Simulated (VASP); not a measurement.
Consider the following.

```
CELL_PARAMETERS angstrom
      4.40030     0.00000     0.00000
      0.00000     4.40030     0.00000
      0.00000     0.00000     6.17613
ATOMIC_POSITIONS crystal
  Cd 0.50000 0.00000 0.76745
  Cd 0.00000 0.50000 0.23255
  Te 0.00000 0.00000 0.50000
  Se 0.50000 0.50000 0.00000
```

These are LDA (Ceperley-Alder, Perdew-Zunger) with spin-orbit coupling, VASP's LDA PAW potentials (set 64) (plane waves; VASP 6.6.1) values and carry that method's errors. Settings: 400 eV cut-off, 5×5×4 Γ-centred mesh, Gaussian smearing of 0.050 eV, potentials Cd Te Se.

Question: Give the energies of bands 27 to 40 at the high-symmetry points, in eV from the valence-band maximum.

Answer: 
```csv
band,Γ,X,M,Z,R,A
27,-2.49,-4.11,-4.75,-2.83,-4.88,-4.57
28,-2.49,-4.11,-4.75,-2.83,-4.88,-4.57
29,-2.29,-2.65,-2.51,-1.90,-1.57,-2.96
30,-2.29,-2.65,-2.51,-1.90,-1.57,-2.96
31,-0.68,-2.48,-2.44,-1.76,-1.28,-2.78
32,-0.68,-2.48,-2.44,-1.76,-1.28,-2.78
33,-0.07,-1.55,-2.20,-1.28,-1.03,-2.62
34,-0.07,-1.55,-2.20,-1.28,-1.03,-2.62
35,0.00,-0.75,-1.99,-0.87,-0.59,-2.54
36,0.00,-0.75,-1.99,-0.87,-0.59,-2.54
37,0.15,2.75,2.23,2.66,1.25,4.12
38,0.15,2.75,2.23,2.66,1.25,4.12
39,2.43,3.40,2.38,2.84,2.09,4.30
40,2.43,3.40,2.38,2.84,2.09,4.30
```

The gap is direct, 0.15 eV, from the valence maximum at Γ to the conduction minimum at Γ.

The structure comes from a computed database's Cd2TeSe entry (P-4m2); how it stands against other phases isn't given here. It was relaxed first, which changed the volume by -7 %.
